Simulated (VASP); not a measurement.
# Mn2C (Pnnm) in VASP: relaxation of cell and atoms with PBE

Aim: the relaxation of cell and atoms of Mn2C with PBE.

All numbers are computed with VASP 6.6.1; they aren't measurements. Logs are shortened: lines on timing, memory, paths and dates and some standing lists are left out, and cuts for length are marked.

### 1 Starting point

The structure is orthorhombic, space group Pnnm (No. 58). The conventional cell has a = 4.690 Å, b = 5.110 Å, c = 3.080 Å, α = 90.00°, β = 90.00°, γ = 90.00°. Around Mn (site symmetry m) lie 3 C at 2.07 to 2.12 Å. C (site symmetry 2/m) has 6 Mn at 2.07 to 2.12 Å as nearest neighbours.

The cell was built by a generator and needn't be a form met in nature.

### 2 Relaxation of cell and atoms, PBE, collinear spin, ferromagnetic start

The input, INCAR:

```
PREC = Normal ; ENCUT = 520
EDIFF = 1E-4 ; ISMEAR = 0
SIGMA = 0.15 ; LREAL = False
LASPH = True ; NELM = 60
ALGO = Fast ; ISIF = 3
LWAVE = False ; LCHARG = False
ISPIN = 2 ; MAGMOM = 4 4 4 4 0 0
LORBIT = 11 ; LMAXMIX = 4
GGA = PE ; IBRION = 2
NSW = 24 ; EDIFFG = -0.08
KPAR = 4
```

The input, KPOINTS:

```
Automatic mesh
0
Gamma
  4 4 6
```

The input, POSCAR:

```
Mn2C
1.0
    4.6900000000      0.0000000000      0.0000000000
    0.0000000000      5.1100000000      0.0000000000
    0.0000000000      0.0000000000      3.0800000000
Mn C
4 2
Direct
    0.7500000000      0.1670000000      0.5000000000
    0.2500000000      0.8330000000      0.5000000000
    0.7500000000      0.6670000000      0.0000000000
    0.2500000000      0.3330000000      0.0000000000
    0.5000000000      0.5000000000      0.5000000000
    0.0000000000      0.0000000000      0.0000000000
```

Potentials or basis: VASP PAW PBE potentials, release 64 (Mn_pv, C).

Started as:

```bash
cat potpaw_PBE.64/Mn_pv/POTCAR potpaw_PBE.64/C/POTCAR > POTCAR
mpirun -np 4 vasp_std > vasp.out
```

OUTCAR:

```text
PREC = Normal
   ENCUT = 520
   EDIFF = 1E-4
   ISMEAR = 0
   LREAL = False
   LASPH = True
   NELM = 60
   ISIF = 3
   ISPIN = 2
   LORBIT = 11
   GGA = PE
   IBRION = 2
   NSW = 24
   EDIFFG = -0.08

 ion  position               nearest neighbor table
   1  0.750  0.167  0.500-   5 2.07   6 2.12   6 2.12   2 2.90   2 2.90   4 2.93   4 2.93   4 2.93
                             4 2.93   3 2.98   3 2.98   3 2.98   3 2.98
   2  0.250  0.833  0.500-   5 2.07   6 2.12   6 2.12   1 2.90   1 2.90   3 2.93   3 2.93   3 2.93
                             3 2.93   4 2.98   4 2.98   4 2.98   4 2.98
   3  0.750  0.667  0.000-   6 2.07   5 2.12   5 2.12   4 2.90   4 2.90   2 2.93   2 2.93   2 2.93
                             2 2.93   1 2.98   1 2.98   1 2.98   1 2.98
   4  0.250  0.333  0.000-   6 2.07   5 2.12   5 2.12   3 2.90   3 2.90   1 2.93   1 2.93   1 2.93
                             1 2.93   2 2.98   2 2.98   2 2.98   2 2.98
   5  0.500  0.500  0.500-   1 2.07   2 2.07   3 2.12   4 2.12   3 2.12   4 2.12
   6  0.000  0.000  0.000-   3 2.07   4 2.07   1 2.12   2 2.12   1 2.12   2 2.12

  LATTYP: Found a simple orthorhombic cell.
 ALAT       =     3.0800000000
 B/A-ratio  =     1.5227272727
 C/A-ratio  =     1.6590909091

  Lattice vectors:

 A1 = (   0.0000000000,   0.0000000000,   3.0800000000)
 A2 = (   4.6900000000,   0.0000000000,   0.0000000000)
 A3 = (   0.0000000000,   5.1100000000,   0.0000000000)

Analysis of symmetry for initial positions (statically):
=====================================================================
 Subroutine PRICEL returns:
 Original cell was already a primitive cell.

 Routine SETGRP: Setting up the symmetry group for a
 simple orthorhombic supercell.

 Subroutine GETGRP returns: Found  8 space group operations
 (whereof  4 operations were pure point group operations)
 out of a pool of  8 trial point group operations.

The static configuration has the point symmetry C_2h.
 The point group associated with its full space group is D_2h.

Analysis of symmetry for dynamics (positions and initial velocities):
=====================================================================
 Subroutine PRICEL returns:
 Original cell was already a primitive cell.

 Routine SETGRP: Setting up the symmetry group for a
 simple orthorhombic supercell.

 Subroutine GETGRP returns: Found  8 space group operations
 (whereof  4 operations were pure point group operations)
 out of a pool of  8 trial point group operations.

The dynamic configuration has the point symmetry C_2h.
 The point group associated with its full space group is D_2h.

Analysis of structural, dynamic, and magnetic symmetry:
=====================================================================
 Subroutine PRICEL returns:
 Original cell was already a primitive cell.

 Routine SETGRP: Setting up the symmetry group for a
 simple orthorhombic supercell.

 Subroutine GETGRP returns: Found  8 space group operations
 (whereof  4 operations were pure point group operations)
 out of a pool of  8 trial point group operations.

The overall configuration has the point symmetry C_2h.
 The point group associated with its full space group is D_2h.

 Subroutine INISYM returns: Found  8 space group operations
 (whereof  4 operations are pure point group operations),
 and found     1 'primitive' translations

----------------------------------------------------------------------------------------

                                     Primitive cell

  volume of cell :      73.8150

  direct lattice vectors                    reciprocal lattice vectors
     4.690000000  0.000000000  0.000000000     0.213219616  0.000000000  0.000000000
     0.000000000  5.110000000  0.000000000     0.000000000  0.195694716  0.000000000
     0.000000000  0.000000000  3.080000000     0.000000000  0.000000000  0.324675325

  length of vectors
     4.690000000  5.110000000  3.080000000     0.213219616  0.195694716  0.324675325

  position of ions in fractional coordinates (direct lattice)
     0.750000000  0.167000000  0.500000000
     0.250000000  0.833000000  0.500000000
     0.750000000  0.667000000  0.000000000
     0.250000000  0.333000000  0.000000000
     0.500000000  0.500000000  0.500000000
     0.000000000  0.000000000  0.000000000

  ion indices of the primitive-cell ions
   primitive index   ion index
                 1           1
                 2           2
                 3           3
                 4           4
                 5           5
                 6           6

----------------------------------------------------------------------------------------

 KPOINTS: Automatic mesh

Automatic generation of k-mesh.
 Grid dimensions read from file:
 generate k-points for:    4    4    6
[... 48 lines left out ...]
   total plane-waves  NPLWV =  15120
   dimension x,y,z NGX =    28 NGY =   30 NGZ =   18
   dimension x,y,z NGXF=    56 NGYF=   60 NGZF=   36
   ions per type =               4   2
   NGX,Y,Z   is equivalent  to a cutoff of   9.93,  9.76,  9.72 a.u.
   NGXF,Y,Z  is equivalent  to a cutoff of  19.85, 19.52, 19.43 a.u.
 SYSTEM =  unknown system
   PREC   = normal    normal or accurate (medium, high low for compatibility)
   ISTART =      0    job   : 0-new  1-cont  2-samecut
   ICHARG =      2    charge: 1-file 2-atom 10-const
   ISPIN  =      2    spin polarized calculation?
   LNONCOLLINEAR =      F non collinear calculations
   LSORBIT =      F    spin-orbit coupling
   LASPH  =      T    aspherical Exc in radial PAW
   ENCUT  =  520.0 eV  38.22 Ry    6.18 a.u.   8.72  9.50  5.73*2*pi/ulx,y,z
   NELM   =     60;   NELMIN=  2; NELMDL= -5     # of ELM steps
   EDIFF  = 0.1E-03   stopping-criterion for ELM
   LREAL  =      F    real-space projection
   EDIFFG = -.8E-01   stopping-criterion for IOM
   NSW    =     24    number of steps for IOM
   IBRION =      2    ionic relax: 0-MD 1-quasi-New 2-CG
   NFREE  =      1    steps in history (QN), initial steepest desc. (CG)
   ISIF   =      3    stress and relaxation
   ISYM   =      2    0-nonsym 1-usesym 2-fastsym
   POTIM  = 0.5000    time-step for ionic-motion
   TEBEG  =    0.0;   TEEND  =   0.0 temperature during run
   PSTRESS=    0.0 pullay stress
   NELECT =      60.0000    total number of electrons
   NUPDOWN=      -1.0000    fix difference up-down
   EMIN   =  10.00;   EMAX   =-10.00  energy-range for DOS
   EFERMI =   0.00;   METHOD = LEGACY
   ISMEAR =     0;   SIGMA  =   0.15  broadening in eV -4-tet -1-fermi 0-gaus
   EFERMI_NEDOS =   21; number of points for ismear=-14 and -15
   IALGO  =     68    algorithm
   IMIX   =      4    mixing-type and parameters
     AMIX     =   0.40;   BMIX     =  1.00
     AMIX_MAG =   1.60;   BMIX_MAG =  1.00
  volume/ion in A,a.u.               =      12.30        83.02
  Fermi-wavevector in a.u.,A,eV,Ry     =   1.527837  2.887194 31.759898  2.334287
  Thomas-Fermi vector in A             =   2.635679
   LORBIT       =     11    0 simple, 1 ext, 2 COOP (PROOUT), +10 PAW based schemes
   GGA     = PE    functional components
   LHFCALC =     F    Hartree Fock is set to
   AEXX    =    0.0000 exact exchange contribution
   IVDW    =     0    specifies the selected vdW correction
   LEPSILON=     F    determine dielectric tensor
   LRPA    =     F    only Hartree local field effects (RPA)
 conjugate gradient relaxation of ions
 spin polarized calculation
 RMM-DIIS sequential band-by-band and
 Gauss-broadening in eV      SIGMA  =   0.15
  energy-cutoff  :      520.00
  volume of cell :       73.81
 maximum number of plane-waves:      2013
   NGX = 17   NGY = 19   NGZ = 11

--------------------------------------- Ionic step        1  -------------------------------------------

 number of electron      60.0000277 magnetization      10.4584694

 Free energy of the ion-electron system (eV)
  ---------------------------------------------------
  ext. energy  EPLUGINS =         0.00000000
  ---------------------------------------------------
  free energy    TOTEN  =       -53.25440075 eV

  energy without entropy =      -53.21290615  energy(sigma->0) =      -53.23365345

------------------------ aborting loop because EDIFF is reached ----------------------------------------

  FORCE on cell =-STRESS in cart. coord.  units (eV):
  Direction    XX          YY          ZZ          XY          YZ          ZX
  --------------------------------------------------------------------------------------
  -------------------------------------------------------------------------------------
  Total      -11.5812916    -12.7519043    -12.4002360      0.0000000      0.0000000      0.0000000
  in kB     -251.3755995   -276.7841187   -269.1510461      0.0000000      0.0000000      0.0000000
  external PRESSURE =    -265.7702548 kB  Pullay stress =       0.0000000 kB
[... 27 lines left out ...]
--------------------------------------- Ionic step        2  -------------------------------------------

 number of electron      60.0000121 magnetization       5.9116720

 E-fermi :  10.5020     XC(G=0): -13.8167

 val. band max:       10.5017026273   @ k =   0.5000   0.2500   0.1667
 cond. band min:      10.5022644313   @ k =   0.2500   0.2500   0.0000
 fundamental gap:      0.0005618039
 Fermi energy:        10.5019751092

 spin component 1

 k-point     1 :       0.0000    0.0000    0.0000
  band No.  band energies     occupation
      1     -38.7656      1.00000
      2     -38.4941      1.00000
      3     -38.4740      1.00000
      4     -38.4633      1.00000
      5     -38.4297      1.00000
      6     -38.3967      1.00000
[... 2153 lines left out ...]
     41      18.2505      0.00000
     42      18.2506      0.00000

 [... further k-points ...]

 [bands above 42 left out]

------------------------ aborting loop because EDIFF is reached ----------------------------------------

  FORCE on cell =-STRESS in cart. coord.  units (eV):
  Direction    XX          YY          ZZ          XY          YZ          ZX
  --------------------------------------------------------------------------------------
  -------------------------------------------------------------------------------------
  Total        9.2022996      7.9362400      8.1398270     -0.0000000      0.0000000      0.0000000
  in kB      272.5881350    235.0852450    241.1158480     -0.0000000      0.0000000      0.0000000
  external PRESSURE =     249.5964093 kB  Pullay stress =       0.0000000 kB
[... 227 lines left out ...]
--------------------------------------- Ionic step        8  -------------------------------------------

 number of electron      59.9999973 magnetization       7.9821236

 Free energy of the ion-electron system (eV)
  ---------------------------------------------------
  ext. energy  EPLUGINS =         0.00000000
  ---------------------------------------------------
  free energy    TOTEN  =       -54.74883639 eV

  energy without entropy =      -54.69761403  energy(sigma->0) =      -54.72322521

 E-fermi :   9.0889     XC(G=0): -13.1882

 val. band max:        9.0685485766   @ k =   0.0000   0.0000   0.3333
 cond. band min:       9.0918820128   @ k =   0.0000   0.5000   0.3333
 fundamental gap:      0.0233334362
 Fermi energy:         9.0889408261

 spin component 1

 k-point     1 :       0.0000    0.0000    0.0000
  band No.  band energies     occupation
      1     -40.1396      1.00000
      2     -39.9687      1.00000
      3     -39.9616      1.00000
      4     -39.9287      1.00000
      5     -39.9226      1.00000
      6     -39.8966      1.00000
[... 2153 lines left out ...]
     41      16.2600      0.00000
     42      16.2600      0.00000

 [... further k-points ...]

 [bands above 42 left out]

------------------------ aborting loop because EDIFF is reached ----------------------------------------

  FORCE on cell =-STRESS in cart. coord.  units (eV):
  Direction    XX          YY          ZZ          XY          YZ          ZX
  --------------------------------------------------------------------------------------
  -------------------------------------------------------------------------------------
  Total       -0.1135722     -0.1609934      0.0208732      0.0000000      0.0000000      0.0000000
  in kB       -3.0255503     -4.2888449      0.5560585      0.0000000      0.0000000      0.0000000
  external PRESSURE =      -2.2527789 kB  Pullay stress =       0.0000000 kB
[... 21 lines left out ...]
  FREE ENERGIE OF THE ION-ELECTRON SYSTEM (eV)
  ---------------------------------------------------
  free  energy   TOTEN  =       -54.7488363946 eV

  energy  without entropy=      -54.6976140323  energy(sigma->0) =      -54.72322521

 reached required accuracy - stopping structural energy minimisation

 total charge

# of ion       s       p       d       tot
------------------------------------------
    1        0.335   6.384   5.193  11.913
    2        0.335   6.384   5.193  11.913
    3        0.335   6.384   5.193  11.913
    4        0.335   6.384   5.193  11.913
    5        0.891   1.567   0.000   2.457
    6        0.891   1.567   0.000   2.457
--------------------------------------------------
tot          3.123  28.671  20.774  52.568

 magnetization (x)

# of ion       s       p       d       tot
------------------------------------------
    1       -0.001  -0.007   2.087   2.079
    2       -0.001  -0.007   2.087   2.079
    3       -0.001  -0.007   2.087   2.079
    4       -0.001  -0.007   2.087   2.079
    5       -0.021  -0.124   0.000  -0.145
    6       -0.021  -0.124   0.000  -0.145
--------------------------------------------------
tot         -0.045  -0.278   8.349   8.026
```

Run time: 2 min. Hardware: 4 MPI ranks of Intel Xeon Platinum 8488C (Sapphire Rapids), shared host; peak memory 0.25 GiB.

Results:

| Property | Result |
| --- | --- |
| Free energy | -54.7488 eV |
| Relaxed volume | 10.02 Å³/atom |
| Relaxed cell | a = 4.475 Å, b = 4.691 Å, c = 2.865 Å, α = 90.00°, β = 90.00°, γ = 90.00° |
| Space group after relaxing (to 0.05 Å) | Pnnm (No. 58) |
| Energy gained by relaxing | 249.1 meV/atom |
| Ionic steps | 8 |
| Pressure after relaxing | -0.2 GPa |
| Largest force after relaxing | 0.041 eV/Å |
| Band gap on the k mesh | none (metal or under the smearing width) |
| Net moment | 7.98 μB per cell |
| Site moments | Mn +2.08; C -0.14 μB |
| Valence electrons inside the program's atomic spheres | Mn 11.91; C 2.46 |

Forces on the atoms (eV/Å):
```
Mn  -0.041 -0.007  0.000
Mn   0.041  0.007  0.000
Mn   0.041 -0.007  0.000
Mn  -0.041  0.007  0.000
C    0.000  0.000  0.000
C    0.000  0.000  0.000
```

Stress tensor (GPa, compression positive):
```
-0.30  0.00  0.00
 0.00 -0.43  0.00
 0.00  0.00  0.06
```

Step by step:
```csv
step,energy change (eV),largest force (eV/Å),pressure (GPa),volume (Å³)
1,0.0000,0.8466,-26.58,73.81
2,-1.0768,0.5840,24.96,54.09
3,-1.4609,0.3327,1.04,59.74
4,-1.4604,0.3463,-0.83,60.00
5,-1.4850,0.1201,0.09,60.01
6,-1.4928,0.0892,0.30,60.01
7,-1.4943,0.0198,-1.03,60.19
8,-1.4944,0.0412,-0.23,60.14
```

Final structure:
```
CELL_PARAMETERS angstrom
4.47484 0.00000 0.00000
0.00000 4.69150 0.00000
0.00000 0.00000 2.86476
ATOMIC_POSITIONS crystal
Mn 0.75805 0.16086 0.50000
Mn 0.24195 0.83914 0.50000
Mn 0.74195 0.66086 0.00000
Mn 0.25805 0.33914 0.00000
C 0.50000 0.50000 0.50000
C 0.00000 0.00000 0.00000
```

Levels at points of the mesh, in eV from the Fermi level:
Spin up:
```
           k point  band 30  band 31  band 32  band 33  band 34  band 35  band 36  band 37  band 38  band 39
(0.00, 0.00, 0.00)    -1.34    -0.72    -0.27    -0.15    -0.03     0.74     1.20     1.58     2.37     2.45
(0.50, 0.00, 0.00)    -0.82    -0.63    -0.63    -0.23    -0.23    -0.16    -0.16     2.26     2.26     4.31
(0.00, 0.50, 0.00)    -1.15    -1.14    -1.14    -0.44    -0.44     0.87     0.87     2.07     2.07     4.32
(0.50, 0.50, 0.00)    -0.82    -0.77    -0.77    -0.72    -0.72    -0.31    -0.31     3.47     3.47     4.61
(0.00, 0.00, 0.50)    -0.54    -0.32    -0.32    -0.21    -0.21     1.58     1.58     1.78     1.78     2.69
(0.50, 0.00, 0.50)    -1.14    -0.39    -0.39    -0.35    -0.35     0.76     0.76     2.54     2.54     3.29
(0.00, 0.50, 0.50)    -0.33    -0.06    -0.06     0.18     0.18     0.42     0.42     1.75     1.75     2.55
(0.50, 0.50, 0.50)    -0.69    -0.50    -0.50    -0.26    -0.26     0.10     0.10     2.28     2.28     2.34
```
Spin down:
```csv
k point,band 24,band 25,band 26,band 27,band 28,band 29
"(0.00, 0.00, 0.00)",-0.21,-0.09,0.02,0.03,0.33,0.40
"(0.50, 0.00, 0.00)",-1.00,0.17,0.17,0.29,0.29,1.01
"(0.00, 0.50, 0.00)",-1.07,-0.07,-0.07,0.68,0.68,0.73
"(0.50, 0.50, 0.00)",-1.34,-0.34,-0.34,0.27,0.27,1.07
"(0.00, 0.00, 0.50)",-1.77,-1.03,-1.03,1.31,1.31,1.64
"(0.50, 0.00, 0.50)",-1.12,-0.94,-0.94,0.60,0.60,0.72
"(0.00, 0.50, 0.50)",-1.93,-0.94,-0.94,1.48,1.48,1.72
"(0.50, 0.50, 0.50)",-1.28,-0.31,-0.31,0.53,0.53,1.32
```

Caveat: the volume moved by over 15 % at a fixed basis, so the end points are rough; the relaxation stopped at a loose force limit of 0.08 eV/Å, so its end isn't a converged minimum.
